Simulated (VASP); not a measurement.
Level of theory: PBE GGA with D3 dispersion (Becke-Johnson damping), VASP's PBE PAW potentials (set 64) (plane waves; VASP).

A VASP calculation is set up with these files.

KPOINTS:
```
K-points
0
G
20 20 20
```

### POSCAR
```
Ni
1.0
  0.0000000000   1.7377556607   1.7377556607
  1.7377556607   0.0000000000   1.7377556607
  1.7377556607   1.7377556607   0.0000000000
Ni
1
Cartesian
  0.0000000000   0.0000000000   0.0000000000
```

INCAR:
```
ALGO  =  Normal
EDIFF  =  1E-7
ENCUT  =  520
GGA  =  PE
ISIF  =  2
ISMEAR  =  -5
ISPIN  =  2
IVDW  =  12
LASPH  =  .TRUE.
LCHARG  =  .TRUE.
LMAXMIX  =  4
LORBIT  =  11
LREAL  =  .FALSE.
LWAVE  =  .FALSE.
MAGMOM  =  0.6
NEDOS  =  601
NELM  =  100
PREC  =  Accurate
SYSTEM  =  Ni
```

POTCAR, in this order: Ni (PBE.64 set). Program: vasp_std.

What VASP printed:

OUTCAR:
```
 ion  position               nearest neighbor table
   1  0.000  0.000  0.000-
  LATTYP: Found a face centered cubic cell.
 ALAT       =     3.4755113214
 Subroutine PRICEL returns:
 Original cell was already a primitive cell.
 Subroutine GETGRP returns: Found 48 space group operations
The static configuration has the point symmetry O_h .
The dynamic configuration has the point symmetry O_h .
The overall configuration has the point symmetry O_h .
 Subroutine INISYM returns: Found 48 space group operations
 Subroutine IBZKPT returns following result:
 Found    256 irreducible k-points:

 Following reciprocal coordinates:
            Coordinates               Weight
  0.000000  0.000000  0.000000      1.000000
  0.050000  0.000000  0.000000      8.000000
  0.100000  0.000000  0.000000      8.000000
  0.150000  0.000000  0.000000      8.000000
  0.200000  0.000000  0.000000      8.000000
  0.250000  0.000000  0.000000      8.000000
  0.300000  0.000000  0.000000      8.000000
  0.350000  0.000000  0.000000      8.000000
  0.400000  0.000000  0.000000      8.000000
  0.450000  0.000000  0.000000      8.000000
  0.500000  0.000000  0.000000      4.000000
  0.050000  0.050000  0.000000      6.000000
  0.100000  0.050000  0.000000     24.000000
  0.150000  0.050000  0.000000     24.000000
  0.200000  0.050000  0.000000     24.000000
  0.250000  0.050000  0.000000     24.000000
  0.300000  0.050000  0.000000     24.000000
  0.350000  0.050000  0.000000     24.000000
  0.400000  0.050000  0.000000     24.000000
  0.450000  0.050000  0.000000     24.000000
  0.500000  0.050000  0.000000     24.000000
 -0.450000  0.050000  0.000000     24.000000
 -0.400000  0.050000  0.000000     24.000000
 -0.350000  0.050000  0.000000     24.000000
...
```

OSZICAR:
```
       N       E                     dE             d eps       ncg     rms          rms(c)
DAV:   1     0.226512992890E+02    0.22651E+02   -0.48658E+03  9424   0.144E+03
DAV:   2    -0.606570167332E+01   -0.28717E+02   -0.27855E+02  9327   0.165E+02
DAV:   3    -0.648113697935E+01   -0.41544E+00   -0.41475E+00 10589   0.266E+01
DAV:   4    -0.648490017776E+01   -0.37632E-02   -0.37631E-02 10504   0.225E+00
DAV:   5    -0.648499282779E+01   -0.92650E-04   -0.92660E-04 10524   0.306E-01    0.103E+01
DAV:   6    -0.576879087651E+01    0.71620E+00   -0.16020E+01  9686   0.657E+01    0.569E+00
DAV:   7    -0.548136141934E+01    0.28743E+00   -0.25483E+00  9736   0.247E+01    0.205E+00
DAV:   8    -0.546457184243E+01    0.16790E-01   -0.23117E-02 13023   0.180E+00    0.961E-01
DAV:   9    -0.546222799968E+01    0.23438E-02   -0.16799E-03 13653   0.415E-01    0.258E-01
DAV:  10    -0.546172522095E+01    0.50278E-03   -0.42197E-04 12829   0.173E-01    0.376E-02
DAV:  11    -0.546169939435E+01    0.25827E-04   -0.66581E-05 11895   0.972E-02    0.318E-02
DAV:  12    -0.546169826225E+01    0.11321E-05   -0.13725E-06 10876   0.172E-02    0.124E-02
DAV:  13    -0.546170010679E+01   -0.18445E-05   -0.47232E-07  9939   0.998E-03    0.430E-03
DAV:  14    -0.546170028777E+01   -0.18098E-06   -0.47891E-08  4773   0.342E-03    0.942E-04
DAV:  15    -0.546170029483E+01   -0.70536E-08   -0.23538E-09  4720   0.711E-04
   1 F= -.59418810E+01 E0= -.59418810E+01  d E =0.000000E+00  mag=     0.6055
```

File OUTCAR:
```
------------------------ aborting loop because EDIFF is reached ----------------------------------------
 Edisp (eV)   -0.48018
  FORCE on cell =-STRESS in cart. coord.  units (eV):
  Direction    XX          YY          ZZ          XY          YZ          ZX
  --------------------------------------------------------------------------------------
  Total       0.01077     0.01077     0.01077     0.00000    -0.00000     0.00000
  in kB       1.64385     1.64385     1.64385     0.00000    -0.00000     0.00000
  external pressure =        1.64 kB  Pullay stress =        0.00 kB
  volume of cell :       10.50
      direct lattice vectors                 reciprocal lattice vectors
     0.000000000  1.737755661  1.737755661    -0.287727447  0.287727447  0.287727447
     1.737755661  0.000000000  1.737755661     0.287727447 -0.287727447  0.287727447
     1.737755661  1.737755661  0.000000000     0.287727447  0.287727447 -0.287727447
 POSITION                                       TOTAL-FORCE (eV/Angst)
 -----------------------------------------------------------------------------------
      0.00000      0.00000      0.00000        -0.000000      0.000000     -0.000000
 -----------------------------------------------------------------------------------
    total drift:                                0.000000     -0.000000      0.000000
  FREE ENERGIE OF THE ION-ELECTRON SYSTEM (eV)
  ---------------------------------------------------
  free  energy   TOTEN  =        -5.9418810297 eV

  energy  without entropy=       -5.9418810297  energy(sigma->0) =       -5.94188103

 total charge

# of ion       s       p       d       tot
------------------------------------------
    1        0.513   0.530   8.333   9.376

 magnetization (x)

# of ion       s       p       d       tot
------------------------------------------
    1       -0.007  -0.026   0.648   0.615
```
(Selected blocks of OUTCAR.)

For a metal the tetrahedron method with Blöchl corrections gives inexact stress and forces.

The compound is Ni in the fcc structure. It was relaxed first.
